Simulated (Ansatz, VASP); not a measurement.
Two plane-wave programs on Al2B2N

```
Al B N
1.0
     2.97528   -0.00015   -0.00008
    -1.48777    2.57653    0.00008
    -0.00034    0.00018   11.83731
Al B N
4 4 2
Direct
  0.33331 0.66670 0.40213
  0.33330 0.66670 0.90214
  0.66668 0.33328 0.09787
  0.66671 0.33332 0.59786
  0.33336 0.66662 0.23072
  0.33337 0.66661 0.73071
  0.66664 0.33339 0.26928
  0.66664 0.33338 0.76929
  0.99999 0.99999 0.00001
  0.99999 0.00000 0.49999
```

Change from the starting cell: cell x2, atoms moved at random (sigma 0.1 Å) and cell strained at random (1.5 %), then relaxed without symmetry.

Alike in both runs: functional PBE; k mesh 12 × 12 × 2; occupations gaussian, width 0.2 eV; no spin polarisation.

Ansatz relaxed the structure, and its values are those at the end. VASP's run is a single point on that final structure, the one shown.

|  | VASP | Ansatz |
| --- | --- | --- |
| version | VASP 6.6.1 | Ansatz 0.2.0 |
| potentials or method | VASP PAW PBE potentials, release 64 (Al, B, N) | scalar-relativistic, plane waves, PAW |
| plane-wave cutoff (eV) | 520 | 420 |
| valence electrons in the cell | 34 | 34 |

```tsv
	VASP	Ansatz	Ansatz less VASP
gap on the k mesh at the Fermi level (eV)	none	none	-
pressure (GPa)	-0.1	0.0	+0.14
```

A gap of «none» marks a metal or a gap that the smearing closes. The functional is the same, so the differences come from potentials, cutoffs and numerics.
